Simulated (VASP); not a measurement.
An input for Ansatz (written as the equivalent of a VASP run, and not itself run):

Ansatz 0.2 input:
```yaml
crystal:
  lattice:
    - [0.0000000, 2.4082996, 2.4082996]
    - [2.4082996, 0.0000000, 2.4082996]
    - [2.4082996, 2.4082996, 0.0000000]
  atoms:
    - { symbol: B, position: [0.0000000, 0.0000000, 0.0000000] }
    - { symbol: As, position: [0.2500000, 0.2500000, 0.2500000] }
kpoints:
  mp_grid: { grid: [9, 9, 9] }
hamiltonian:
  xc: pbe
  pseudopotentials: { kind: paw }
scf:
  occupations: { method: gaussian, width: 0.05 }
  max_iter: 100
relax:
  max_steps: 60
  f_tol: 0.01
  cell: {}
output: { forces: true, stress: true, eigenvalues: true }
```

Task: Write the VASP files for the same calculation (PBE).

Result: One answer among several that fit: 
### KPOINTS
```
Automatic mesh
0
gamma
 9 9 9
```

**INCAR**
```
SYSTEM = BAs
PREC = Accurate
ENCUT = 450
EDIFF = 1E-6
NELM = 100
ALGO = Normal
LREAL = .FALSE.
LASPH = .TRUE.
ISMEAR = 0
SIGMA = 0.05
GGA = PE
LMAXMIX = 4
LWAVE = .FALSE.
LCHARG = .FALSE.
IBRION = 2
ISIF = 3
NSW = 60
EDIFFG = -0.01
```

POSCAR:
```
BAs
1
   -0.0000000000     2.4082996404     2.4082996404
    2.4082996404     0.0000000000     2.4082996404
    2.4082996404     2.4082996404    -0.0000000000
B As
1 1
Direct
  0.0000000000   0.0000000000   0.0000000000
  0.2500000000   0.2500000000   0.2500000000
```

POTCAR, in this order: B As (PBE.64 set). Program: vasp_std.

Limits of the translation: each code has its own PAW files, so the cut-off isn't converted (ENCUT is set for VASP's; basis.ecutwfc is left out, and Ansatz then takes the one that its files recommend); Ansatz stops its SCF on the density residual and VASP on the energy change (EDIFF).

The compound is BAs in the zinc blende structure. It was relaxed first. The start is the result of an earlier pass.
